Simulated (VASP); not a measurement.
OSZICAR of a VASP run on P (atoms displaced from the space group 64 structure):

### OSZICAR
```
       N       E                     dE             d eps       ncg     rms          rms(c)
DAV:   1     0.559225358649E+02    0.55923E+02   -0.73301E+03  2576   0.987E+02
DAV:   2    -0.179903637993E+02   -0.73913E+02   -0.71620E+02  3376   0.163E+02
DAV:   3    -0.215293356117E+02   -0.35390E+01   -0.34870E+01  3484   0.390E+01
DAV:   4    -0.215765434687E+02   -0.47208E-01   -0.47156E-01  3258   0.524E+00
DAV:   5    -0.215776549836E+02   -0.11115E-02   -0.11110E-02  3550   0.702E-01    0.104E+01
DAV:   6    -0.214803171431E+02    0.97338E-01   -0.30415E-02  3062   0.111E+00    0.527E+00
DAV:   7    -0.214167213779E+02    0.63596E-01   -0.65759E-02  3332   0.164E+00    0.548E-01
DAV:   8    -0.214185653140E+02   -0.18439E-02   -0.17950E-02  3272   0.942E-01    0.162E-01
DAV:   9    -0.214192871480E+02   -0.72183E-03   -0.12443E-03  3242   0.258E-01    0.719E-02
DAV:  10    -0.214194121521E+02   -0.12500E-03   -0.22440E-04  3026   0.116E-01    0.179E-02
DAV:  11    -0.214194194158E+02   -0.72636E-05   -0.72690E-06  3584   0.203E-02    0.118E-02
DAV:  12    -0.214194236767E+02   -0.42609E-05   -0.80068E-06  3002   0.224E-02    0.536E-03
DAV:  13    -0.214194237509E+02   -0.74288E-07   -0.22700E-07  1798   0.376E-03
   1 F= -.21419424E+02 E0= -.21419182E+02  d E =-.482589E-03
```

### Question
Which electronic solver shows in the log?

### Answer
It is blocked Davidson (ALGO = Normal, or the opening steps of other solvers). The INCAR had ALGO = Normal.

### Question
Can the final energy be trusted as converged?

### Answer
The calculation finished and met its thresholds. It stopped with EDIFF = 1E-6, NELM = 100 (PBE GGA, plane waves, VASP's PBE PAW potentials (set 64)).

The compound is P in the black structure. The cell was not relaxed at this level, atoms are displaced from their ideal sites. The k-mesh is coarse (spacing up to 0.33 per Å, 2π included), so the numbers may not be converged in it. The run is one of a series of settings (AMIX = 0.6, BMIX = 3.0, IMIX = 4 against the base run), some of them coarse on purpose.
